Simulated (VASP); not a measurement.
VASP ran on this input.

INCAR:
```
! general
SYSTEM  = NiO
PREC    = Accurate
ENCUT   = 520
LREAL   = F
LASPH   = T

! electronic loop
EDIFF   = 1E-6
NELM    = 100
ALGO    = Normal
LMAXMIX = 4

! smearing
ISMEAR  = 0
SIGMA   = 0.05

! functional
GGA     = PS

! spin
ISPIN   = 2
MAGMOM  = 2.0 -2.0 2*0.0

! ions
IBRION  = 2
NSW     = 60
ISIF    = 3
EDIFFG  = -0.02

! output
LWAVE   = F
LCHARG  = F
LORBIT  = 10
```

### POSCAR
```
NiO
1
    4.1176733789     2.0566918651     2.0566918651
    2.0566918651     4.1176733789     2.0566918651
    2.0566918651     2.0566918651     4.1176733789
Ni O
2 2
Direct
  0.0000000000   0.0000000000   0.0000000000
  0.5000000000   0.5000000000   0.5000000000
  0.2500000000   0.2500000000   0.2500000000
  0.7500000000   0.7500000000   0.7500000000
```

File KPOINTS:
```
Automatic mesh
0
Gamma
8 8 8
0 0 0
```

POTCAR, in this order: Ni O (PBE.64 set). Program: vasp_std.

Problem. Translate this PBEsol calculation to Ansatz.

Solution. One equivalent input (not run):
Ansatz 0.2 input:
```yaml
crystal:
  lattice:
    - [4.1176734, 2.0566919, 2.0566919]
    - [2.0566919, 4.1176734, 2.0566919]
    - [2.0566919, 2.0566919, 4.1176734]
  atoms:
    - { symbol: Ni, position: [0.0000000, 0.0000000, 0.0000000], spin: 2 }
    - { symbol: Ni, position: [0.5000000, 0.5000000, 0.5000000], spin: -2 }
    - { symbol: O, position: [0.2500000, 0.2500000, 0.2500000] }
    - { symbol: O, position: [0.7500000, 0.7500000, 0.7500000] }
kpoints:
  mp_grid: { grid: [8, 8, 8] }
hamiltonian:
  xc: pbesol
  pseudopotentials: { kind: paw }
magnetization: { spin_polarized: true }
scf:
  occupations: { method: gaussian, width: 0.05 }
  max_iter: 100
relax:
  max_steps: 60
  f_tol: 0.02
  cell: {}
output: { forces: true, stress: true, eigenvalues: true }
```
What does not carry over: each code has its own PAW files, so the cut-off isn't converted (ENCUT is set for VASP's; basis.ecutwfc is left out, and Ansatz then takes the one that its files recommend); Ansatz stops its SCF on the density residual and VASP on the energy change (EDIFF).

The compound is NiO in the rock salt, AFM-II order structure. It was relaxed first. The start is the result of an earlier pass.
